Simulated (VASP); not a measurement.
All values below come from vdW-DF-cx, VASP's PBE PAW potentials (set 64) (plane waves; VASP 6.6.1).

Input for VASP

File POSCAR:
```
HfN
1
    0.0000000000     2.2053359592     2.2053359592
    2.2053359592     0.0000000000     2.2053359592
    2.2053359592     2.2053359592     0.0000000000
Hf N
1 1
Direct
  0.0000000000   0.0000000000   0.0000000000
  0.5000000000   0.5000000000   0.5000000000
```

File KPOINTS:
```
Automatic mesh
0
Gamma
14 14 14
0 0 0
```

### INCAR
```
SYSTEM=HfN
PREC=Accurate; ENCUT=520; LREAL=.False.
LASPH=.True.
EDIFF=1E-7; NELM=100; ALGO=Normal
LMAXMIX=6
ISMEAR=1; SIGMA=0.1
GGA=CX; LUSE_VDW=.True.; AGGAC=0.0
ISIF=2
LWAVE=.False.; LCHARG=.False.
```

POTCAR, in this order: Hf_pv N (PBE.64 set). Program: vasp_std.

Problem. What will the output report for the number of irreducible k-points (NKPTS), largest plane-wave count, number of space-group operations, FFT grid (NGX, NGY, NGZ)?

Solution. 
number of irreducible k-points (NKPTS): 104
largest plane-wave count: 592
number of space-group operations: 48
FFT grid (NGX, NGY, NGZ): 24 × 24 × 24

The compound is HfN in the rock salt structure. This cell is one point of a volume scan, at 0.94 of the reference volume. The electron count is odd and the run is not spin-polarised, which forces a metal.
